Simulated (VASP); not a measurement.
An input for Quantum ESPRESSO's pw.x (written as the equivalent of a VASP run, and not itself run):

```
&CONTROL
  calculation = 'vc-relax'
  pseudo_dir = './pseudo'
  outdir = './out'
  tprnfor = .true.
  tstress = .true.
  nstep = 40
  forc_conv_thr = 0.00078
/
&SYSTEM
  ibrav = 0
  nat = 4
  ntyp = 2
  ecutwfc = 98
  occupations = 'smearing'
  smearing = 'methfessel-paxton'
  degauss = 0.00735
  input_dft = 'pbesol'
  nspin = 2
  starting_magnetization(2) = 0.02
/
&ELECTRONS
  conv_thr = 7.3e-08
  electron_maxstep = 100
/
&IONS
/
&CELL
  press = 300
/
ATOMIC_SPECIES
  Al 26.982 Al.upf
  Ni 58.693 Ni.upf
CELL_PARAMETERS angstrom
     3.4240622    0.0000000    0.0000000
     0.0000000    3.4240622    0.0000000
     0.0000000    0.0000000    3.4240622
ATOMIC_POSITIONS crystal
  Al   0.0000000  0.0000000  0.0000000
  Ni   0.0000000  0.5000000  0.5000000
  Ni   0.5000000  0.0000000  0.5000000
  Ni   0.5000000  0.5000000  0.0000000
K_POINTS automatic
  9 9 9 0 0 0
```

### Question
Write the VASP files for the same calculation (PBEsol).

### Answer
This is not unique; one that fits is 
### KPOINTS
```
Automatic mesh
0
Gamma
9 9 9
0 0 0
```

### POSCAR
```
Ni3Al
1
    3.4240622220     0.0000000000     0.0000000000
    0.0000000000     3.4240622220     0.0000000000
    0.0000000000     0.0000000000     3.4240622220
Al Ni
1 3
Direct
  0.0000000000   0.0000000000   0.0000000000
  0.0000000000   0.5000000000   0.5000000000
  0.5000000000   0.0000000000   0.5000000000
  0.5000000000   0.5000000000   0.0000000000
```

**INCAR**
```
! general
SYSTEM  = Ni3Al
PREC    = Accurate
ENCUT   = 500
LREAL   = .FALSE.
LASPH   = .TRUE.

! electronic loop
EDIFF   = 1E-6
NELM    = 100
ALGO    = Normal
LMAXMIX = 4

! smearing
ISMEAR  = 1
SIGMA   = 0.1

! functional
GGA     = PS

! spin
ISPIN   = 2
MAGMOM  = -0.0 0.2 0.2 0.2

! ions
IBRION  = 2
NSW     = 40
ISIF    = 3
EDIFFG  = -0.02
PSTRESS = 300

! output
LWAVE   = .FALSE.
LCHARG  = .FALSE.
LORBIT  = 10
```

POTCAR, in this order: Al Ni (PBE.64 set). Program: vasp_std.

Limits of the translation: the potentials are each code's own (VASP's PAW set, PseudoDojo norm-conserving files in pw.x), so ENCUT and ecutwfc are chosen apart and not converted; conv_thr bounds pw.x's estimated SCF error, while EDIFF bounds the energy change between steps; starting_magnetization is a fraction of the valence charge and MAGMOM a moment in μB, so they match only roughly; forc_conv_thr acts on force components and is met together with etot_conv_thr.

The compound is Ni3Al in the L1_2 structure. This run relaxes it under an external pressure of 30 GPa. Symmetry was kept, so distortions that lower it aren't found.
